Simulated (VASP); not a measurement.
Here is the system:

```
BaZrO3
1.0
    4.19000     0.00000     0.00000
    0.00000     4.19000     0.00000
    0.00000     0.00000     4.19000
Ba Zr O
1 1 3
Cartesian
  0.00000   0.00000   0.00000
  2.09500   2.09500   2.09500
  2.09500   0.00000   2.09500
  0.00000   2.09500   2.09500
  2.09500   2.09500   0.00000
```

The numbers are results of LDA (Ceperley-Alder, Perdew-Zunger), VASP's LDA PAW potentials (set 64) (plane waves; VASP), not measurements. Run with 400 eV cut-off, 6×6×6 Γ-centred mesh, Fermi-Dirac smearing of 0.050 eV, potentials Ba_sv Zr_sv O.

At this cut-off the stress carries a Pulay error, which pulls relaxed volumes low. Unless said otherwise, spin-orbit coupling is left out, though it shifts the bands of the heavy elements here.

Q: Predict the energy per atom (σ→0), pressure, band gap (on the k-mesh) with the smallest direct gap where there is one.

A: 
band gap (on the k-mesh): 3.08 eV
smallest direct gap (on the k-mesh): 3.30 eV
energy per atom (σ→0): -9.156 eV/atom
pressure: -7.74 GPa

The structure is a typed BaZrO3 crystal (Pm-3m). The cell was not relaxed at this level.
